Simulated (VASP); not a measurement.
Consider the following.

```
CELL_PARAMETERS angstrom
      5.19314     0.00000     0.00000
     -2.59657     4.49739     0.00000
      0.00000     0.00000     6.34540
ATOMIC_POSITIONS crystal
  Sb 0.33333 0.66667 0.02304
  Sb 0.66667 0.33333 0.52304
  Sb 0.66667 0.33333 0.97696
  Sb 0.33333 0.66667 0.47696
```

Calculation: PBEsol GGA, VASP's PBE PAW potentials (set 64) (plane waves; VASP 6.6.1). Numerical set-up: 400 eV cut-off, 8×8×6 Γ-centred mesh, tetrahedra with Blöchl corrections, potentials Sb.

The cores are frozen, which limits the accuracy of field gradients.

Task: Give the principal components of the electric field gradient (V/Å²) and the asymmetry η at each nucleus.

Result: 
```tsv
atom	Vxx	Vyy	Vzz	η
Sb1	2.1	2.1	-4.2	0.00
Sb2	2.1	2.1	-4.2	0.00
Sb3	2.1	2.1	-4.2	0.00
Sb4	2.1	2.1	-4.2	0.00
```

The structure was generated: Sb was put into the lonsdaleite type (P6_3/mmc), which need not be its known phase. It was relaxed first, which changed the volume by +9 %.
